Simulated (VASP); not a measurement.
Energy against volume of MgB$_{2}$ (AlB2 type). Computed with revPBE GGA, VASP's PBE PAW potentials (set 64) (plane waves; VASP). Run with 520 eV cut-off, 11×11×9 Γ-centred mesh, first-order Methfessel-Paxton smearing of 0.10 eV, potentials Mg B.

Shape and ions are relaxed at each volume.

```
V (Å³/atom)  E (eV/atom)
-----------  -----------
9.461           -4.88871
9.754           -4.89364
10.047          -4.89078
10.339          -4.88113
```

Task: Fit these four points and predict the energy of the run at 9.169 Å³/atom.

Result: A cubic in V^(−2/3), the third-order Birch-Murnaghan form, passes through the four points with V0 = 9.79 Å³/atom and B0 = 140 GPa, and gives -4.8749 eV/atom there. The run gave -4.8749 eV/atom, +0.1 meV/atom from the fit; all five points give B0 = 140 GPa.

The compound is MgB2 in the AlB2 type structure. It was relaxed first.
